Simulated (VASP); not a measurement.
VASP ran on this input.

File POSCAR:
```
Ir
1
    0.0000000000     1.9200000000     1.9200000000
    1.9200000000     0.0000000000     1.9200000000
    1.9200000000     1.9200000000     0.0000000000
Ir
1
Direct
  0.0000000000   0.0000000000   0.0000000000
```

### INCAR
```
SYSTEM = Ir
PREC = Accurate
ENCUT = 400
EDIFF = 1E-6
NELM = 100
ALGO = Normal
LREAL = .FALSE.
LASPH = .TRUE.
ISMEAR = 1
SIGMA = 0.1
GGA = PE
LMAXMIX = 6
LWAVE = .FALSE.
LCHARG = .FALSE.
ISIF = 2
```

### KPOINTS
```
Automatic mesh
0
Gamma
12 12 12
0 0 0
```

POTCAR, in this order: Ir (PBE.64 set). Program: vasp_gam.

The resulting files:

### standard output
```
 POSCAR found type information on POSCAR Ir
 POSCAR found :  1 types and       1 ions
 Reading from existing POTCAR
 Reading from existing POTCAR
 LDA part: xc-table for (Slater+PW92), standard interpolation

 -----------------------------------------------------------------------------
|                                                                             |
|     EEEEEEE  RRRRRR   RRRRRR   OOOOOOO  RRRRRR      ###     ###     ###     |
|     E        R     R  R     R  O     O  R     R     ###     ###     ###     |
|     E        R     R  R     R  O     O  R     R     ###     ###     ###     |
|     EEEEE    RRRRRR   RRRRRR   O     O  RRRRRR       #       #       #      |
|     E        R   R    R   R    O     O  R   R                               |
|     E        R    R   R    R   O     O  R    R      ###     ###     ###     |
|     EEEEEEE  R     R  R     R  OOOOOOO  R     R     ###     ###     ###     |
|                                                                             |
|     You are using the Gamma-point-only version with more than one           |
|     k-point or some other non-Gamma k-point.                                |
|                                                                             |
|       ---->  I REFUSE TO CONTINUE WITH THIS SICK JOB ... BYE!!! <----       |
|                                                                             |
 -----------------------------------------------------------------------------
```

Question: Read input and log: which fault does this run have?
A) SIGMA is far too large
B) the Γ-only program was given a k-mesh
C) selective dynamics freezes every atom
D) the lattice vectors form a left-handed set

Answer: B, the Γ-only program was given a k-mesh. VASP stops with an error: You are using the Gamma-point-only version with more than one k-point or some other non-Gamma k-point. ----> I REFUSE TO CONTINUE WITH THIS SICK JOB ... BYE!!! <----

To mend it, run vasp_std.

The mended run (PBE GGA, plane waves, VASP's PBE PAW potentials (set 64)) converges, and its OSZICAR ends with
```
   1 F= -.88575034E+01 E0= -.88577753E+01  d E =0.815636E-03
```

The compound is Ir in the fcc structure. The cell was not relaxed at this level.
